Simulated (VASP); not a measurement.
Write an ASE script for VASP 6.6.1 that does the following.

- Task: density of states
- Functional: optPBE-vdW
- Potentials or basis: VASP PAW PBE potentials, release 64 (Mg, Cu, B)
- Cutoff: 520 eV
- k mesh: 5 × 5 × 7
- Occupations: methfessel-paxton, width 0.2 eV
- Spin: no spin polarisation
- Further INCAR settings: ALGO = Normal; EDIFF = 1.00e-06; NBANDS = 23

The structure of Mg6CuB lies in Mg6CuB.cif:

```cif
data_Mg6CuB
_cell_length_a 3.70907800
_cell_length_b 8.09644200
_cell_length_c 9.91107000
_cell_angle_alpha 90.00000000
_cell_angle_beta 90.00000000
_cell_angle_gamma 90.00000000
_space_group_name_H-M_alt 'Amm2'
_space_group_name_Hall 'A 2 -2'
_space_group_IT_number 38
loop_
_space_group_symop_operation_xyz
'x,y,z'
'-x,-y,z'
'-x,y,z'
'x,-y,z'
'x,y+1/2,z+1/2'
'-x,-y+1/2,z+1/2'
'-x,y+1/2,z+1/2'
'x,-y+1/2,z+1/2'
loop_
_atom_site_label
_atom_site_type_symbol
_atom_site_symmetry_multiplicity
_atom_site_Wyckoff_symbol
_atom_site_fract_x
_atom_site_fract_y
_atom_site_fract_z
_atom_site_occupancy
Cu1 Cu 2 a 0.0000000000 0.5000000000 0.4480530000 1
Mg1 Mg 2 b 0.5000000000 0.5000000000 0.6373250000 1
Mg2 Mg 4 e 0.5000000000 0.2174235000 0.8841385000 1
Mg3 Mg 2 a 0.0000000000 0.5000000000 0.8703950000 1
Mg4 Mg 4 d 0.0000000000 0.3207875000 0.1265735000 1
B1 B 2 b 0.5000000000 0.5000000000 0.0228050000 1
```

The cell comes from a database or a generator and needn't be the stable form of this composition.

These files were run (other wordings do the same):

run.py

```python
from ase.calculators.vasp import Vasp
from ase.dft.dos import DOS
from ase.io import read

atoms = read('Mg6CuB.cif', primitive_cell=True, subtrans_included=False)
calc = Vasp(
    directory='calc',
    xc='optpbe-vdw',
    pp='PBE',
    setups='recommended',
    prec='Accurate',
    encut=520,
    ediff=1e-06,
    ismear=1,
    sigma=0.2,
    lreal=False,
    lasph=True,
    nelm=60,
    algo='Normal',
    isif=2,
    lwave=False,
    lcharg=False,
    lmaxmix=4,
    lorbit=10,
    kpts=[5, 5, 7],
    gamma=True,
    nbands=23,
)
atoms.calc = calc

print('energy (eV):', atoms.get_potential_energy())
print('free energy (eV):', atoms.get_potential_energy(force_consistent=True))
print('forces (eV/A):')
print(atoms.get_forces())
print('stress (eV/A^3, Voigt):', atoms.get_stress())
print('Fermi level (eV):', calc.get_fermi_level())
dos = DOS(calc, width=0.2, window=(-10, 10), npts=201)
print('E - E_F (eV), DOS (1/eV)')
for e, g in zip(dos.get_energies(), dos.get_dos()):
    print(f'{e:8.3f} {g:10.4f}')
```

Potentials or basis: VASP PAW PBE potentials, release 64 (Mg, Cu, B).

Run with:

```console
$ python run.py
```

Results of the run:

The pressure is 0.4 GPa. The largest force is 0.159 eV/Å. The band gap on the k mesh is none (metal or under the smearing width) and the valence electrons inside the program's atomic spheres are Mg 0.38, 0.37, 0.40, 0.34; Cu 9.98; B 1.63.

Caveat: the PAW data sets were made with another functional, which shifts forces and pressure a little.

Wall time 2.2 min on 1 thread of Intel(R) Xeon(R) Platinum 8559C (Emerald Rapids), with other jobs on the host, peak memory 0.65 GiB.
